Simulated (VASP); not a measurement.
The system is ClSnIH2, in a box.

```xyz
5
Lattice="13.0000 0.0000 0.0000 0.0000 12.0000 0.0000 0.0000 0.0000 13.0000" Properties=species:S:1:pos:R:3 pbc="T T T"
Cl    4.7724    6.7576    6.8894
Sn    6.7926    5.9989    6.0300
I     8.2536    5.1089    8.0733
H     6.4321    4.7026    4.9947
H     7.5661    7.3394    5.3321
```

Base run:

```yaml
Program: VASP 6.6.1
Functional: PBE0
Dispersion: TS
Potentials_or_basis: VASP PAW PBE potentials, release 64 (Cl, Sn_d, I, H)
Cutoff: 520 eV
k_mesh: 1 × 1 × 1
Occupations: gaussian, width 0.01 eV
Spin: no spin polarisation
```

Its results: gap between the frontier levels 6.06 eV; largest force 0.055 eV/Å.

Question: The run is repeated on the same cell with these changes: functional from PBE0 to PBE; further incar settings from ALGO = Normal; EDIFF = 1e-06 to ALGO = Normal; EDIFF = 1e-07. What comes out?

Answer: Gap between the frontier levels 4.08 eV; largest force 0.392 eV/Å.

Caveats: spin-orbit coupling is left out, which moves the levels of the heavy elements; the PAW data sets were made with another functional, which shifts forces and pressure a little (some runs).

A k mesh can miss the band edges.

Not every run made on this cell is shown here.
